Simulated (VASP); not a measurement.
An input for Ansatz (written as the equivalent of a VASP run, and not itself run):

Ansatz 0.2 input:
```yaml
crystal:
  lattice:
    - [0.0000000, 3.0996135, 3.0996135]
    - [3.0996135, 0.0000000, 3.0996135]
    - [3.0996135, 3.0996135, 0.0000000]
  atoms:
    - { symbol: In, position: [0.0000000, 0.0000000, 0.0000000] }
    - { symbol: As, position: [0.2500000, 0.2500000, 0.2500000] }
kpoints:
  mp_grid: { grid: [8, 8, 8] }
hamiltonian:
  xc: r2scan
  pseudopotentials: { kind: paw }
scf:
  occupations: { method: gaussian, width: 0.05 }
  max_iter: 100
output: { forces: true, stress: true, eigenvalues: true }
```

### Question
Write the VASP files for the same calculation (r2SCAN).

### Answer
Several could match; the one computed here: 
KPOINTS:
```
Automatic mesh
0
Gamma
8 8 8
0 0 0
```

### INCAR
```
SYSTEM = InAs
PREC = Accurate
ENCUT = 480
EDIFF = 1E-7
NELM = 100
ALGO = Normal
LREAL = .FALSE.
LASPH = .TRUE.
ISMEAR = 0
SIGMA = 0.05
METAGGA = R2SCAN
LMIXTAU = .TRUE.
LMAXMIX = 4
LWAVE = .FALSE.
LCHARG = .FALSE.
ISIF = 2
```

**POSCAR**
```
InAs
1
    0.0000000000     3.0996134951     3.0996134951
    3.0996134951     0.0000000000     3.0996134951
    3.0996134951     3.0996134951     0.0000000000
In As
1 1
Direct
  0.0000000000   0.0000000000   0.0000000000
  0.2500000000   0.2500000000   0.2500000000
```

POTCAR, in this order: In_d As (PBE.64 set). Program: vasp_std.

The two are equivalent in intent, not identical: each code has its own PAW files, so the cut-off isn't converted (ENCUT is set for VASP's; basis.ecutwfc is left out, and Ansatz then takes the one that its files recommend); Ansatz stops its SCF on the density residual and VASP on the energy change (EDIFF).

The compound is InAs in the zinc blende structure. This cell was strained or had an atom moved on purpose.
